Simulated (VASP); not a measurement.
Runs of VASP 6.6.1 on CO2. The structure is tetragonal, space group I-42d (No. 122). The conventional cell has a = 3.869 Å, b = 3.869 Å, c = 5.895 Å, α = 90.00°, β = 90.00°, γ = 90.00°. C (site symmetry -4) is surrounded by 4 O at 1.38 Å. Around O (site symmetry 2) lie 2 C at 1.38 Å. 

```tsv
task	cell	cutoff (eV)	smearing	gap on the mesh (eV)	pressure (GPa)	relaxed volume (Å³/atom)	largest force (eV/Å)
single point	I-42d, 7.35 Å³/atom	520	gaussian 0.02 eV	7.52	2.5	-	0.14
relaxation of cell and atoms	relaxed	600	gaussian 0.02 eV	7.49	0.1	(a)	-
single point	I-42d, 7.33 Å³/atom	520	gaussian 0.1 eV	7.52	(b)	-	0.13
relaxation of cell and atoms	relaxed	600	gaussian 0.1 eV	7.49	-0.2	7.42	-
```

Alike in all rows: level LDA; potentials or basis VASP PAW LDA potentials, release 64 (C, O); no spin polarisation; k mesh 8 × 8 × 8.

Task: Estimate the missing entries.

Result: (a) 7.37; (b) 2.6.

Caveats: the volume moved by over 15 % at a fixed basis, so the end points are rough (some runs); the volume moved by +19 % from the deposited cell, more than functionals usually miss (some runs); the relaxation stopped at a loose force limit of 0.05 eV/Å, so its end isn't a converged minimum (some runs).

A k mesh can miss the band edges.
